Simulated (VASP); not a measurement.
Crystal: ZrB2.

```
CELL_PARAMETERS angstrom
3.17000 0.00000 0.00000
-1.58500 2.74530 0.00000
0.00000 0.00000 3.53300
ATOMIC_POSITIONS crystal
Zr 0.00000 0.00000 0.00000
B 0.33333 0.66667 0.50000
B 0.66667 0.33333 0.50000
```

```yaml
Program: VASP 6.6.1
Task: relaxation of cell and atoms
Functional: LDA
Potentials_or_basis: VASP PAW LDA potentials, release 64 (Zr_sv, B)
Cutoff: 600 eV
k_mesh: 9 × 9 × 6
Occupations: gaussian, width 0.1 eV
Spin: no spin polarisation
```

At the start: pressure -8.3 GPa; volume 10.25 Å³/atom.

Question: Where does the relaxation end?

Answer: Over 3 steps the energy falls by 9.1 meV/atom and the volume is 9.91 Å³/atom (-3.3 %); space group P6/mmm (No. 191, to 0.05 Å).

The path:
```tsv
step	energy change (eV)	largest force (eV/Å)	pressure (GPa)	volume (Å³)
1	0.0000	0.0000	-8.30	30.75
2	0.0207	0.0000	12.49	28.44
3	-0.0274	0.0000	-0.09	29.73
```

Final structure:
```cif
data_structure
_symmetry_space_group_name_H-M 'P 1'
_symmetry_Int_Tables_number 1
_cell_length_a 3.1347
_cell_length_b 3.1347
_cell_length_c 3.4937
_cell_angle_alpha 90.000
_cell_angle_beta 90.000
_cell_angle_gamma 120.000
_cell_volume 29.73
loop_
_atom_site_label
_atom_site_type_symbol
_atom_site_fract_x
_atom_site_fract_y
_atom_site_fract_z
_atom_site_occupancy
Zr1 Zr 0.00000 0.00000 0.00000 1
B1 B 0.33333 0.66667 0.50000 1
B2 B 0.66667 0.33333 0.50000 1
```
